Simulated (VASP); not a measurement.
Output of a VASP run:

File OSZICAR:
```
       N       E                     dE             d eps       ncg     rms          rms(c)
DAV:   1     0.118275763556E+03    0.11828E+03   -0.10638E+04 10382   0.169E+03
DAV:   2    -0.224277285210E+02   -0.14070E+03   -0.13727E+03 11844   0.405E+02
DAV:   3    -0.267585319968E+02   -0.43308E+01   -0.42733E+01 12831   0.639E+01
DAV:   4    -0.268033411660E+02   -0.44809E-01   -0.44786E-01 11209   0.684E+00
DAV:   5    -0.268037618225E+02   -0.42066E-03   -0.42054E-03 12349   0.652E-01    0.323E+01
DAV:   6    -0.239937334956E+02    0.28100E+01   -0.89312E+00 11834   0.307E+01    0.880E+00
DAV:   7    -0.239160773011E+02    0.77656E-01   -0.41025E-01 10909   0.564E+00    0.603E+00
DAV:   8    -0.238837694152E+02    0.32308E-01   -0.75687E-02 11544   0.250E+00    0.724E-01
DAV:   9    -0.238828255473E+02    0.94387E-03   -0.36304E-03 11132   0.480E-01    0.145E-01
DAV:  10    -0.238826667215E+02    0.15883E-03   -0.28570E-04 12059   0.232E-01    0.613E-02
DAV:  11    -0.238826667954E+02   -0.73881E-07   -0.17822E-05 11339   0.415E-02    0.108E-02
DAV:  12    -0.238826658002E+02    0.99520E-06   -0.41704E-06 11329   0.183E-02    0.271E-03
DAV:  13    -0.238826658247E+02   -0.24542E-07   -0.79826E-08  6612   0.313E-03
   1 F= -.23882666E+02 E0= -.23882687E+02  d E =0.643287E-04
```

### OUTCAR
```
------------------------ aborting loop because EDIFF is reached ----------------------------------------
  FORCE on cell =-STRESS in cart. coord.  units (eV):
  Direction    XX          YY          ZZ          XY          YZ          ZX
  --------------------------------------------------------------------------------------
  Total       -1.8019142     -0.6914303     -0.3732070      0.0000000      0.0000000      0.0000000
  in kB     -137.1613194    -52.6315248    -28.4084378      0.0000000      0.0000000      0.0000000
  external PRESSURE =     -72.7337607 kB  Pullay stress =       0.0000000 kB
  volume of cell :       21.05
      direct lattice vectors                 reciprocal lattice vectors
     1.480081954 -2.513310999  0.000000000     0.337819131 -0.198940760  0.000000000
     1.480081954  2.513310999  0.000000000     0.337819131  0.198940760  0.000000000
     0.000000000  0.000000000  2.829117886     0.000000000  0.000000000  0.353467067
 POSITION                                       TOTAL-FORCE (eV/Angst)
 -----------------------------------------------------------------------------------
      0.00000      0.00000      0.00000         0.000000      0.109943      0.000000
      1.48008      0.83777      1.41456         0.000000     -0.109943      0.000000
 -----------------------------------------------------------------------------------
    total drift:                               -0.000000      0.000014      0.000000
  FREE ENERGIE OF THE ION-ELECTRON SYSTEM (eV)
  ---------------------------------------------------
  free  energy   TOTEN  =       -23.8826658247 eV

  energy  without entropy=      -23.8827301535  energy(sigma->0) =      -23.88268727
```
(Selected blocks of OUTCAR.)

POSCAR:
```
WC
1
    1.4800819538    -2.5133109992     0.0000000000
    1.4800819538     2.5133109992     0.0000000000
    0.0000000000     0.0000000000     2.8291178855
W C
1 1
Direct
  0.0000000000   0.0000000000   0.0000000000
  0.3333330000   0.6666670000   0.5000000000
```

Task: Write an INCAR and KPOINTS that could have produced this output.

Result: One answer among several that fit: the input of the run itself, PBEsol GGA, plane waves, VASP's PBE PAW potentials (set 64).

### KPOINTS
```
Automatic mesh
0
Gamma
14 14 12
0 0 0
```

### INCAR
```
# general
SYSTEM  = WC
PREC    = Accurate
ENCUT   = 600
LREAL   = .FALSE.
LASPH   = .TRUE.

# electronic loop
EDIFF   = 1E-7
NELM    = 100
ALGO    = Normal
LMAXMIX = 6

# smearing
ISMEAR  = 1
SIGMA   = 0.1

# functional
GGA     = PS

# ions
ISIF    = 2

# output
LWAVE   = .FALSE.
LCHARG  = .FALSE.
```

POTCAR, in this order: W_sv C (PBE.64 set). Program: vasp_std.

The compound is WC in the wc structure. This cell was strained or had an atom moved on purpose.
